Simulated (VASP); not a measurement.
Calculation: PBE GGA, VASP's PBE PAW potentials (set 64) (plane waves; VASP 6.6.1).

VASP input:

KPOINTS:
```
Automatic mesh
0
gamma
  9 9 2
0 0 0
```

**POSCAR**
```
AlCr2C
1
    2.7827240000     0.0000000000     0.0000000000
   -1.3913620000     2.4099090000     0.0000000000
    0.0000000000     0.0000000000    12.4123490000
Al Cr C
2 4 2
Direct
  0.6666670000   0.3333330000   0.2500000000
  0.3333330000   0.6666670000   0.7500000000
  0.3333330000   0.6666670000   0.4149400000
  0.6666670000   0.3333330000   0.5850600000
  0.6666670000   0.3333330000   0.9149400000
  0.3333330000   0.6666670000   0.0850600000
  0.0000000000   0.0000000000   0.5000000000
  0.0000000000   0.0000000000   0.0000000000
```

### INCAR
```
ALGO  =  Normal
EDIFF  =  1E-6
ENCUT  =  400
GGA  =  PE
ISIF  =  2
ISMEAR  =  -1
LASPH  =  .True.
LCHARG  =  .False.
LMAXMIX  =  4
LREAL  =  .False.
LWAVE  =  .False.
NELM  =  100
PREC  =  Accurate
SIGMA  =  0.136
SYSTEM  =  AlCr2C
```

POTCAR, in this order: Al Cr_pv C (PBE.64 set). Program: vasp_std.

**Question.** What will the output report for the number of irreducible k-points (NKPTS), largest plane-wave count, number of space-group operations, FFT grid (NGX, NGY, NGZ)?

**Answer.** 
```json
{
  "number of irreducible k-points (NKPTS)": "24",
  "largest_plane_wave_count": "1540",
  "number_of_space_group_operations": "24",
  "FFT grid (NGX, NGY, NGZ)": "18 × 18 × 84"
}
```

The structure comes from a computed database's AlCr2C entry; how it stands against other phases isn't given here. The cell was not relaxed at this level. The run is not spin-polarised, so no magnetic state was tried.
